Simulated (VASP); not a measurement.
# Nb: surface energy and work function by face, part 4 of 6

Which face of Nb is cheapest, and which holds its electrons hardest?

VASP 6.6.1; PBE; plane waves and PAW (Nb_pv).

So far. Step 4 (Relaxing the slab, 7 atoms, face Nb(110)): The run ended after 8 ionic steps, 0.034 eV below its first step, once the forces on the free atoms met EDIFFG = -0.03. Step 5 (Vacuum level and density of states, 7 atoms, face …): The vacuum level lies 4.52 eV above the Fermi level at the upper face; both faces agree, as the slab has next to no dipole.

## (6) Relaxing the slab, 9 atoms, face Nb(100)

System of this step: Nb(100). The cell holds 9 atoms: 9 Nb. Its edges and angles: a = 3.321 Å, b = 3.321 Å, c = 28.283 Å, α = 90.0°, β = 90.0°, γ = 90.0°. It derives from Nb. 9 layers of bcc Nb, cut at this functional's lattice. Vacuum lies along c.

INCAR reads:

```
SYSTEM = Nb
PREC = Normal
ENCUT = 320
EDIFF = 1E-05
NELM = 120
ISMEAR = 1
SIGMA = 0.15
LREAL = .FALSE.
ALGO = Fast
GGA = PE
NBANDS = 61
LASPH = .TRUE.
LORBIT = 11
LWAVE = .FALSE.
LCHARG = .FALSE.
KPAR = 4
IBRION = 2
NSW = 40
ISIF = 2
EDIFFG = -0.03
POTIM = 0.4
MAXMIX = 40
```

POSCAR reads:

```
Nb
1.0
    3.3208006326      0.0000000000      0.0000000000
    0.0000000000      3.3208006326      0.0000000000
    0.0000000000      0.0000000000     28.2832025304
Nb
9
Direct
    0.0000000000      0.0000000000      0.2651750600
    0.5000000000      0.5000000000      0.3238813000
    0.0000000000      0.0000000000      0.3825875300
    0.5000000000      0.5000000000      0.4412937700
    0.0000000000      0.0000000000      0.5000000000
    0.5000000000      0.5000000000      0.5587062300
    0.0000000000      0.0000000000      0.6174124700
    0.5000000000      0.5000000000      0.6761187000
    0.0000000000      0.0000000000      0.7348249400
```

KPOINTS reads:

```
Automatic mesh
0
Gamma
9 9 1
0 0 0
```

PAW data sets: Nb_pv (PBE family, release 64).

Started as:

```console
> mpirun -np 4 vasp_std
```

The program printed:

```text
[banner, memory and clock lines left out]
running    4 mpi-ranks, on    1 nodes
 distrk:  each k-point on    1 cores,    4 groups
 distr:  one band on    1 cores,    1 groups

 POSCAR found type information on POSCAR Nb
 POSCAR found :  1 types and       9 ions
 LDA part: xc-table for (Slater+PW92), standard interpolation
 POSCAR, INCAR and KPOINTS ok, starting setup
 FFT: planning ... GRIDC
 FFT: planning ... GRID_SOFT
 FFT: planning ... GRID
 WAVECAR not read
 entering main loop
       N       E                     dE             d eps       ncg     rms          rms(c)
DAV:   1     0.998864297438E+03    0.99886E+03   -0.41923E+04  2326   0.113E+03
DAV:   2    -0.130691067602E+02   -0.10119E+04   -0.98796E+03  1896   0.639E+02
DAV:   3    -0.911723056113E+02   -0.78103E+02   -0.72698E+02  2948   0.136E+02
DAV:   4    -0.975012514929E+02   -0.63289E+01   -0.60441E+01  2764   0.400E+01
DAV:   5    -0.979053105007E+02   -0.40406E+00   -0.39376E+00  3164   0.840E+00    0.498E+01
RMM:   6    -0.146593628219E+03   -0.48688E+02   -0.20102E+02  2446   0.498E+01    0.312E+01
RMM:   7    -0.133523581730E+03    0.13070E+02   -0.10683E+02  2351   0.560E+01    0.248E+01
RMM:   8    -0.931395067888E+02    0.40384E+02   -0.15661E+01  2115   0.270E+01    0.135E+01
RMM:   9    -0.876238412898E+02    0.55157E+01   -0.89596E+00  2197   0.146E+01    0.968E+00
RMM:  10    -0.890888557326E+02   -0.14650E+01   -0.44026E+00  2240   0.996E+00    0.792E+00
RMM:  11    -0.878786758864E+02    0.12102E+01   -0.12677E+00  2419   0.458E+00    0.512E+00
RMM:  12    -0.875806062790E+02    0.29807E+00   -0.10354E+00  2486   0.279E+00    0.352E+00
RMM:  13    -0.873636708570E+02    0.21694E+00   -0.61947E-01  2571   0.238E+00    0.145E+00
RMM:  14    -0.874304742421E+02   -0.66803E-01   -0.36442E-01  2545   0.192E+00    0.176E+00
RMM:  15    -0.873885054519E+02    0.41969E-01   -0.16864E-01  2608   0.106E+00    0.107E+00
RMM:  16    -0.873768476304E+02    0.11658E-01   -0.14838E-01  2628   0.721E-01    0.599E-01
RMM:  17    -0.873752832436E+02    0.15644E-02   -0.62044E-02  2654   0.508E-01    0.283E-01
RMM:  18    -0.873785191177E+02   -0.32359E-02   -0.66248E-02  2639   0.419E-01    0.858E-02
RMM:  19    -0.873813824051E+02   -0.28633E-02   -0.26767E-02  2671   0.282E-01    0.103E-01
RMM:  20    -0.873835628440E+02   -0.21804E-02   -0.21528E-02  2240   0.183E-01    0.108E-01
RMM:  21    -0.873848106702E+02   -0.12478E-02   -0.12327E-02  2135   0.121E-01    0.110E-01
RMM:  22    -0.873860073306E+02   -0.11967E-02   -0.11766E-02  2052   0.958E-02    0.124E-01
RMM:  23    -0.873866138285E+02   -0.60650E-03   -0.76015E-03  2080   0.111E-01    0.109E-01
RMM:  24    -0.873874492809E+02   -0.83545E-03   -0.78796E-03  2038   0.811E-02    0.113E-01
RMM:  25    -0.873880402714E+02   -0.59099E-03   -0.53732E-03  1874   0.620E-02    0.120E-01
RMM:  26    -0.873887444859E+02   -0.70421E-03   -0.56623E-03  1914   0.581E-02    0.141E-01
RMM:  27    -0.873893155023E+02   -0.57102E-03   -0.41929E-03  1979   0.484E-02    0.164E-01
RMM:  28    -0.873897470689E+02   -0.43157E-03   -0.41412E-03  1613   0.393E-02    0.170E-01
RMM:  29    -0.873904537882E+02   -0.70672E-03   -0.34404E-03  2047   0.521E-02    0.213E-01
RMM:  30    -0.873909394064E+02   -0.48562E-03   -0.32926E-03  1809   0.373E-02    0.233E-01
[...]
RMM:  46    -0.873927216792E+02   -0.11596E-03   -0.35400E-04  1091   0.155E-02    0.246E-01
RMM:  47    -0.873927251649E+02   -0.34857E-05   -0.28842E-04   805   0.918E-03    0.250E-01
RMM:  48    -0.873927404930E+02   -0.15328E-04   -0.26240E-04   777   0.111E-02    0.245E-01
RMM:  49    -0.873926332707E+02    0.10722E-03   -0.21461E-04  1174   0.143E-02    0.248E-01
RMM:  50    -0.873925064412E+02    0.12683E-03   -0.20402E-04  1298   0.139E-02    0.229E-01
RMM:  51    -0.873925858594E+02   -0.79418E-04   -0.15802E-04  1138   0.167E-02    0.235E-01
RMM:  52    -0.873925590409E+02    0.26818E-04   -0.13781E-04   818   0.725E-03    0.233E-01
RMM:  53    -0.873925600333E+02   -0.99235E-06   -0.11611E-04   765   0.947E-03    0.232E-01
RMM:  54    -0.873925033376E+02    0.56696E-04   -0.10216E-04  1031   0.819E-03    0.230E-01
RMM:  55    -0.873925276486E+02   -0.24311E-04   -0.87163E-05   766   0.110E-02    0.228E-01
RMM:  56    -0.873925099058E+02    0.17743E-04   -0.74021E-05   926   0.687E-03    0.233E-01
RMM:  57    -0.873925171049E+02   -0.71990E-05   -0.64585E-05   746   0.909E-03
   1 F= -.87392517E+02 E0= -.87395322E+02  d E =-.873925E+02
 curvature:   0.00 expect dE= 0.000E+00 dE for cont linesearch  0.000E+00
 trial: gam= 0.00000 g(F)=  0.164E+00 g(S)=  0.000E+00 ort = 0.000E+00 (trialstep = 0.100E+01)
 search vector abs. value=  0.164E+00
 bond charge predicted
       N       E                     dE             d eps       ncg     rms          rms(c)
DAV:   1    -0.871945116919E+02    0.19800E+00   -0.23746E+01  2446   0.406E+01    0.207E+00
RMM:   2    -0.875133217037E+02   -0.31881E+00   -0.32459E+00  2556   0.102E+01    0.320E+00
RMM:   3    -0.878307583595E+02   -0.31744E+00   -0.12621E+00  2681   0.569E+00    0.976E+00
RMM:   4    -0.887943464479E+02   -0.96359E+00   -0.23734E+00  2436   0.444E+00    0.146E+01
RMM:   5    -0.878587763159E+02    0.93557E+00   -0.12796E+00  2443   0.548E+00    0.828E+00
RMM:   6    -0.877894185028E+02    0.69358E-01   -0.27583E-01  2430   0.186E+00    0.765E+00
RMM:   7    -0.878165362814E+02   -0.27118E-01   -0.91173E-02  2720   0.809E-01    0.665E+00
RMM:   8    -0.877672808624E+02    0.49255E-01   -0.27930E-02  2377   0.711E-01    0.493E+00
RMM:   9    -0.876681026836E+02    0.99178E-01   -0.90029E-02  2458   0.817E-01    0.272E+00
RMM:  10    -0.876114390818E+02    0.56664E-01   -0.63572E-02  2459   0.739E-01    0.190E+00
RMM:  11    -0.875789401543E+02    0.32499E-01   -0.43022E-02  2529   0.521E-01    0.132E+00
RMM:  12    -0.875474365506E+02    0.31504E-01   -0.38202E-02  2617   0.394E-01    0.918E-01
RMM:  13    -0.875299581276E+02    0.17478E-01   -0.55089E-02  2611   0.521E-01    0.973E-01
RMM:  14    -0.875351386733E+02   -0.51805E-02   -0.34976E-02  2514   0.354E-01    0.148E+00
RMM:  15    -0.875777840349E+02   -0.42645E-01   -0.10602E-01  2733   0.998E-01    0.101E+00
RMM:  16    -0.875548657219E+02    0.22918E-01   -0.12498E-02  2530   0.417E-01    0.148E+00
RMM:  17    -0.875405805914E+02    0.14285E-01   -0.92704E-03  2493   0.270E-01    0.208E+00
RMM:  18    -0.875465172552E+02   -0.59367E-02   -0.41246E-03  2503   0.170E-01    0.178E+00
RMM:  19    -0.875482083165E+02   -0.16911E-02   -0.24402E-03  2356   0.109E-01    0.152E+00
RMM:  20    -0.875319699353E+02    0.16238E-01   -0.28117E-02  2871   0.410E-01    0.259E+00
RMM:  21    -0.875325438314E+02   -0.57390E-03   -0.65890E-03  2376   0.123E-01    0.263E+00
RMM:  22    -0.875324254166E+02    0.11841E-03   -0.12067E-03  2085   0.906E-02    0.259E+00
RMM:  23    -0.875337687068E+02   -0.13433E-02   -0.18322E-03  2513   0.132E-01    0.231E+00
RMM:  24    -0.875331679781E+02    0.60073E-03   -0.43471E-04  2121   0.614E-02    0.220E+00
RMM:  25    -0.875325629460E+02    0.60503E-03   -0.70822E-04  2218   0.723E-02    0.198E+00
RMM:  26    -0.875327376829E+02   -0.17474E-03   -0.16126E-04  1710   0.372E-02    0.184E+00
RMM:  27    -0.875327963251E+02   -0.58642E-04   -0.10732E-04  1513   0.322E-02    0.177E+00
RMM:  28    -0.875326466412E+02    0.14968E-03   -0.78367E-05  1463   0.258E-02    0.174E+00
RMM:  29    -0.875324634998E+02    0.18314E-03   -0.27810E-04  1896   0.420E-02    0.163E+00
RMM:  30    -0.875325188831E+02   -0.55383E-04   -0.37846E-04  2566   0.976E-02    0.855E-01
[...]
RMM:  36    -0.875324776611E+02    0.56160E-03   -0.32192E-04  2153   0.791E-02    0.484E-01
RMM:  37    -0.875324508803E+02    0.26781E-04   -0.16452E-04  2028   0.626E-02    0.527E-01
RMM:  38    -0.875324482923E+02    0.25880E-05   -0.13754E-04  1936   0.337E-02    0.553E-01
RMM:  39    -0.875324644714E+02   -0.16179E-04   -0.29100E-05  1354   0.206E-02    0.560E-01
RMM:  40    -0.875330777325E+02   -0.61326E-03   -0.21653E-03  2693   0.208E-01    0.298E-01
RMM:  41    -0.875325950043E+02    0.48273E-03   -0.46161E-04  2512   0.121E-01    0.165E-01
RMM:  42    -0.875324089750E+02    0.18603E-03   -0.39482E-04  2328   0.777E-02    0.124E-01
RMM:  43    -0.875324902431E+02   -0.81268E-04   -0.33809E-04  2325   0.744E-02    0.105E-01
RMM:  44    -0.875324433310E+02    0.46912E-04   -0.61043E-05  1674   0.316E-02    0.929E-02
RMM:  45    -0.875324318500E+02    0.11481E-04   -0.26686E-05  1309   0.230E-02    0.851E-02
RMM:  46    -0.875324099641E+02    0.21886E-04   -0.21479E-05  1238   0.202E-02    0.654E-02
RMM:  47    -0.875324057655E+02    0.41985E-05   -0.10465E-05  1121   0.198E-02
   2 F= -.87532406E+02 E0= -.87534170E+02  d E =-.139889E+00
[... from here on, the cycles between the ionic steps are left out ...]
   3 F= -.87630049E+02 E0= -.87633874E+02  d E =-.237531E+00
   4 F= -.87635331E+02 E0= -.87638810E+02  d E =-.242814E+00
   5 F= -.87635615E+02 E0= -.87639164E+02  d E =-.243098E+00
   6 F= -.87646366E+02 E0= -.87650051E+02  d E =-.107514E-01
   7 F= -.87648658E+02 E0= -.87652393E+02  d E =-.130433E-01
   8 F= -.87648694E+02 E0= -.87652434E+02  d E =-.130794E-01
   9 F= -.87649655E+02 E0= -.87653293E+02  d E =-.961127E-03
  10 F= -.87650316E+02 E0= -.87653764E+02  d E =-.162216E-02
  11 F= -.87650866E+02 E0= -.87654309E+02  d E =-.549129E-03
  12 F= -.87652247E+02 E0= -.87655667E+02  d E =-.193034E-02
  13 F= -.87653873E+02 E0= -.87657248E+02  d E =-.355684E-02
  14 F= -.87653488E+02 E0= -.87656882E+02  d E =-.317173E-02
  15 F= -.87653747E+02 E0= -.87657131E+02  d E =-.343040E-02
  16 F= -.87653651E+02 E0= -.87657059E+02  d E =-.333478E-02
 curvature:  -2.74 expect dE=-0.658E-03 dE for cont linesearch -0.704E-07
 trial: gam=-0.12356 g(F)=  0.240E-03 g(S)=  0.000E+00 ort =-0.758E-05 (trialstep = 0.163E+01)
 search vector abs. value=  0.276E-03
 bond charge predicted
       N       E                     dE             d eps       ncg     rms          rms(c)
DAV:   1    -0.876525305080E+02    0.11243E-02   -0.10946E-01  2278   0.270E+00    0.271E-01
RMM:   2    -0.876547056594E+02   -0.21752E-02   -0.15414E-02  2485   0.703E-01    0.553E-01
RMM:   3    -0.876541171866E+02    0.58847E-03   -0.30072E-03  2405   0.406E-01    0.368E-01
RMM:   4    -0.876536636109E+02    0.45358E-03   -0.81277E-04  2189   0.189E-01    0.228E-01
RMM:   5    -0.876536952066E+02   -0.31596E-04   -0.39701E-04  2432   0.818E-02    0.170E-01
RMM:   6    -0.876536985547E+02   -0.33481E-05   -0.12140E-04  1780   0.539E-02    0.162E-01
RMM:   7    -0.876536826264E+02    0.15928E-04   -0.53587E-05  1468   0.329E-02    0.168E-01
RMM:   8    -0.876536824203E+02    0.20605E-06   -0.15130E-05  1202   0.260E-02
  17 F= -.87653682E+02 E0= -.87657190E+02  d E =-.312467E-04
 trial-energy change:   -0.000031  1 .order   -0.000214   -0.000394   -0.000035
 step:   1.7937(harm=  1.7937)  dis= 0.00344  next Energy=   -87.653867 (dE=-0.216E-03)
 reached required accuracy - stopping structural energy minimisation
```

Wall time 9.8 min (4 MPI ranks of Intel Xeon Platinum 8488C (Sapphire Rapids), shared host); peak memory 0.99 GiB.

Parts of OUTCAR (step 6):

```text
   k-points           NKPTS =     15   k-points in BZ     NKDIM =     15   number of bands    NBANDS=     61

   ENCUT  =  320.0 eV  23.52 Ry    4.85 a.u.   4.84  4.84 41.25*2*pi/ulx,y,z

   NELECT =      99.0000    total number of electrons

 E-fermi :   1.0690

 k-point     1 :       0.0000    0.0000    0.0000
  band No.  band energies     occupation
    ...
     38      -1.5447      2.00000
     39      -1.3005      2.00000
     40      -1.0721      2.00000
     41      -0.1119      2.00000
     42       1.0260      1.46445
     43       1.1780      0.06229
     44       1.1855      0.03254
     45       1.2210     -0.05289
     46       1.2723     -0.06656
     47       1.2723     -0.06656
    ...

  Total       -2.2816536     -2.2816536     -0.8099949      0.0000000      0.0000000      0.0000000
  in kB      -11.7204991    -11.7204991     -4.1608178      0.0000000      0.0000000      0.0000000
  external PRESSURE =      -9.2006054 kB  Pullay stress =       0.0000000 kB

 POSITION                                       TOTAL-FORCE (eV/Angst)
 -----------------------------------------------------------------------------------
      0.00000      0.00000      7.65569        -0.000000     -0.000000     -0.006543
      1.66040      1.66040      9.12283         0.000000      0.000000     -0.006844
      3.32080      0.00000     10.76925        -0.000000      0.000000     -0.003464
      1.66040      1.66040     12.50601        -0.000000     -0.000000      0.000328
      0.00000      0.00000     14.14160         0.000000     -0.000000      0.000000
      1.66040      1.66040     15.77719         0.000000     -0.000000     -0.000328
      0.00000      0.00000     17.51396         0.000000      0.000000      0.003464
      1.66040      1.66040     19.16037        -0.000000      0.000000      0.006844
      0.00000      0.00000     20.62751         0.000000     -0.000000      0.006543
 -----------------------------------------------------------------------------------
    total drift:                               -0.000000     -0.000000     -0.000000

  FREE ENERGIE OF THE ION-ELECTRON SYSTEM (eV)
  ---------------------------------------------------
  free  energy   TOTEN  =       -87.6536824203 eV

  energy  without entropy=      -87.6642056335  energy(sigma->0) =      -87.65719016

[... 1 part as in an earlier step ...]

[... 15 further parts left out ...]
```

The run keeps the 16 symmetry operations of its start, so it cannot find a distortion of lower symmetry.

Step by step:

```csv
step,energy less that of the first step (eV),largest force (eV/Å)
1,0.0000,1.0449
2,-0.1399,0.7870
3,-0.2375,0.3986
4,-0.2428,0.2071
5,-0.2431,0.2245
6,-0.2538,0.1248
7,-0.2561,0.0623
8,-0.2562,0.0746
9,-0.2571,0.0447
10,-0.2578,0.0773
11,-0.2583,0.0734
12,-0.2597,0.0572
13,-0.2614,0.0474
14,-0.2610,0.0393
15,-0.2612,0.0433
16,-0.2611,0.0406
17,-0.2612,0.0068
```

The atoms that moved most (Å):

```csv
atom,dx,dy,dz,length
Nb1,0.000,0.000,0.156,0.156
Nb9,0.000,0.000,-0.156,0.156
Nb7,0.000,0.000,0.052,0.052
Nb3,0.000,0.000,-0.052,0.052
Nb8,0.000,0.000,0.038,0.038
Nb2,0.000,0.000,-0.038,0.038
Nb4,0.000,0.000,0.025,0.025
Nb6,0.000,0.000,-0.025,0.025
```

The relaxed structure:

```xyz
9
Lattice="3.3208 0.0000 0.0000 0.0000 3.3208 0.0000 0.0000 0.0000 28.2832" Properties=species:S:1:pos:R:3
Nb    0.0000    0.0000    7.6557
Nb    1.6604    1.6604    9.1228
Nb    0.0000    0.0000   10.7692
Nb    1.6604    1.6604   12.5060
Nb    0.0000    0.0000   14.1416
Nb    1.6604    1.6604   15.7772
Nb    0.0000    0.0000   17.5140
Nb    1.6604    1.6604   19.1604
Nb    0.0000    0.0000   20.6275
```

This step gave:

```
electronic cycles       : 234
electrons               : 99
free energy (TOTEN)     : -87.6537 eV
energy at zero smearing : -87.6572 eV
Fermi energy            : 1.069 eV
```

The run ended after 17 ionic steps, 0.261 eV below its first step, once the forces on the free atoms met EDIFFG = -0.03.

[end of part 4 of 6]

[Lines on the potential files, build, host, timing and source positions are cut from VASP's logs without a mark.]

[Logs are printed without paths, hosts, clocks, repeated set-up lines and the standing remarks that a program may print on its own settings, such as how far it seeks lower states.]

[Hosts, paths, dates, database ids (printed as entryN), source tags and the programs' standing remarks are cut or masked in the printed files.]

[Runs that stopped without an error message from VASP are left out.]
